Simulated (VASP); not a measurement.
All values below come from optB88-vdW, VASP's PBE PAW potentials (set 64) (plane waves; VASP 6.6.1).

VASP ran on this input.

INCAR:
```
SYSTEM = WSe2 monolayer
PREC = Normal; ENCUT = 400; LREAL = .False.
LASPH = .True.
EDIFF = 1E-6; NELM = 100; NELMIN = 4
ALGO = Normal; LMAXMIX = 6
ISMEAR = 0; SIGMA = 0.05
GGA = BO; LUSE_VDW = .True.; AGGAC = 0.0
PARAM1 = 0.1833333333; PARAM2 = 0.22
LWAVE = .False.; LCHARG = .False.; LORBIT = 11
LVHAR = .True.
```

File KPOINTS:
```
Automatic mesh
0
gamma
 12 12 1
0 0 0
```

**POSCAR**
```
WSe2 monolayer
1
    3.3280377528     0.0000000000     0.0000000000
   -1.6640188764     2.8821649210     0.0000000000
    0.0000000000     0.0000000000    19.7802458003
W Se
1 2
Direct
  0.6666670000   0.3333330000   0.5000000000
  0.3333330000   0.6666670000   0.5852644036
  0.3333330000   0.6666670000   0.4147355964
```

POTCAR, in this order: W_sv Se (PBE.64 set). Program: vasp_std. Read from the step before: WAVECAR.

What VASP printed:

OUTCAR:
```
 ion  position               nearest neighbor table
   1  0.667  0.333  0.500-   2 2.56   3 2.56   2 2.56   3 2.56   2 2.56   3 2.56
   2  0.333  0.667  0.585-   1 2.56   1 2.56   1 2.56
   3  0.333  0.667  0.415-   1 2.56   1 2.56   1 2.56
  LATTYP: Found a hexagonal cell.
 ALAT       =     3.3280377528
 C/A-ratio  =     5.9435160505
 Subroutine PRICEL returns:
 Original cell was already a primitive cell.
 Subroutine GETGRP returns: Found 12 space group operations
The static configuration has the point symmetry D_3h.
The dynamic configuration has the point symmetry D_3h.
 Subroutine INISYM returns: Found 12 space group operations
 Subroutine IBZKPT returns following result:
 Found     19 irreducible k-points:

 Following reciprocal coordinates:
            Coordinates               Weight
  0.000000  0.000000  0.000000      1.000000
  0.083333  0.000000  0.000000      6.000000
  0.166667  0.000000  0.000000      6.000000
  0.250000  0.000000  0.000000      6.000000
  0.333333  0.000000  0.000000      6.000000
  0.416667  0.000000  0.000000      6.000000
  0.500000  0.000000  0.000000      3.000000
...
```

### OSZICAR
```
       N       E                     dE             d eps       ncg     rms          rms(c)
DAV:   1    -0.193378173520E+02   -0.19338E+02   -0.43420E+01   970   0.262E-01    0.522E+00
DAV:   2    -0.176373161972E+02    0.17005E+01   -0.29690E+02   710   0.232E+01    0.737E+00
DAV:   3    -0.155867480786E+02    0.20506E+01   -0.13053E+01   763   0.187E+01    0.184E+00
DAV:   4    -0.154548146325E+02    0.13193E+00   -0.64097E-01   774   0.403E+00    0.136E+00
DAV:   5    -0.152650659410E+02    0.18975E+00   -0.11189E-01   753   0.170E+00    0.640E-01
DAV:   6    -0.151277287940E+02    0.13734E+00   -0.39632E-02   747   0.823E-01    0.554E-01
DAV:   7    -0.150420339823E+02    0.85695E-01   -0.11211E-02   806   0.431E-01    0.392E-01
DAV:   8    -0.149591882563E+02    0.82846E-01   -0.74930E-03   700   0.324E-01    0.292E-01
DAV:   9    -0.149260797813E+02    0.33108E-01   -0.18209E-03   789   0.148E-01    0.262E-01
DAV:  10    -0.148846585618E+02    0.41421E-01   -0.22598E-03   772   0.149E-01    0.230E-01
DAV:  11    -0.148590661826E+02    0.25592E-01   -0.11796E-03   753   0.113E-01    0.208E-01
DAV:  12    -0.148276714792E+02    0.31395E-01   -0.21087E-03   787   0.142E-01    0.175E-01
DAV:  13    -0.148112388677E+02    0.16433E-01   -0.87382E-04   799   0.934E-02    0.155E-01
DAV:  14    -0.147936778354E+02    0.17561E-01   -0.14920E-03   749   0.115E-01    0.128E-01
DAV:  15    -0.147811710218E+02    0.12507E-01   -0.12801E-03   789   0.107E-01    0.104E-01
DAV:  16    -0.147712414626E+02    0.99296E-02   -0.13799E-03   783   0.112E-01    0.775E-02
DAV:  17    -0.147634546562E+02    0.77868E-02   -0.29802E-03   698   0.160E-01    0.387E-02
DAV:  18    -0.147625283952E+02    0.92626E-03   -0.68704E-04   825   0.846E-02    0.229E-02
DAV:  19    -0.147628157462E+02   -0.28735E-03   -0.32754E-04   826   0.591E-02    0.106E-02
DAV:  20    -0.147631839440E+02   -0.36820E-03   -0.88568E-05   842   0.386E-02    0.540E-03
DAV:  21    -0.147633657553E+02   -0.18181E-03   -0.57592E-05   890   0.307E-02    0.303E-03
DAV:  22    -0.147634076365E+02   -0.41881E-04   -0.63956E-05   711   0.239E-02    0.112E-03
DAV:  23    -0.147633837311E+02    0.23905E-04   -0.42500E-05   890   0.263E-02    0.489E-04
DAV:  24    -0.147633645941E+02    0.19137E-04   -0.11631E-05   613   0.250E-02    0.617E-04
DAV:  25    -0.147633463094E+02    0.18285E-04   -0.46412E-06   547   0.138E-02    0.245E-04
DAV:  26    -0.147633430556E+02    0.32538E-05   -0.52735E-06   487   0.140E-02    0.200E-04
DAV:  27    -0.147633399573E+02    0.30983E-05   -0.31389E-06   487   0.138E-02    0.171E-04
DAV:  28    -0.147633349058E+02    0.50515E-05   -0.42703E-06   543   0.222E-02    0.170E-04
DAV:  29    -0.147633336170E+02    0.12888E-05   -0.10708E-05   650   0.164E-02    0.170E-04
DAV:  30    -0.147633325432E+02    0.10738E-05   -0.77591E-06   503   0.180E-02    0.118E-04
DAV:  31    -0.147633332554E+02   -0.71227E-06   -0.46943E-06   487   0.143E-02
   1 F= -.14763333E+02 E0= -.14763333E+02  d E =-.398473E-26
```

### OUTCAR
```
------------------------ aborting loop because EDIFF is reached ----------------------------------------
  FORCE on cell =-STRESS in cart. coord.  units (eV):
  Direction    XX          YY          ZZ          XY          YZ          ZX
  --------------------------------------------------------------------------------------
  Total       -0.0418063     -0.0418063     -0.0359597      0.0000000     -0.0000000      0.0000000
  in kB       -0.3530316     -0.3530315     -0.3036601      0.0000000     -0.0000000      0.0000000
  external PRESSURE =      -0.3365744 kB  Pullay stress =       0.0000000 kB
  volume of cell :      189.73
      direct lattice vectors                 reciprocal lattice vectors
     3.328037753  0.000000000  0.000000000     0.300477361  0.173480704  0.000000000
    -1.664018876  2.882164921  0.000000000     0.000000000  0.346961408  0.000000000
     0.000000000  0.000000000 19.780245800     0.000000000  0.000000000  0.050555489
 POSITION                                       TOTAL-FORCE (eV/Angst)
 -----------------------------------------------------------------------------------
      1.66402      0.96072      9.89012        -0.000000      0.000000      0.000000
     -0.00000      1.92144     11.57667         0.000000     -0.000000      0.002637
     -0.00000      1.92144      8.20357         0.000000     -0.000000     -0.002637
 -----------------------------------------------------------------------------------
    total drift:                               -0.000778      0.000453      0.000000
  FREE ENERGIE OF THE ION-ELECTRON SYSTEM (eV)
  ---------------------------------------------------
  free  energy   TOTEN  =       -14.7633332554 eV

  energy  without entropy=      -14.7633332554  energy(sigma->0) =      -14.76333326

 total charge

# of ion       s       p       d       tot
------------------------------------------
    1        2.307   6.260   3.369  11.936
    2        1.481   2.352   0.063   3.897
    3        1.481   2.352   0.063   3.897
--------------------------------------------------
tot          5.270  10.964   3.495  19.730
```
(Selected blocks of OUTCAR.)

The cell is a sheet with vacuum, built from WSe2 (2H layered).
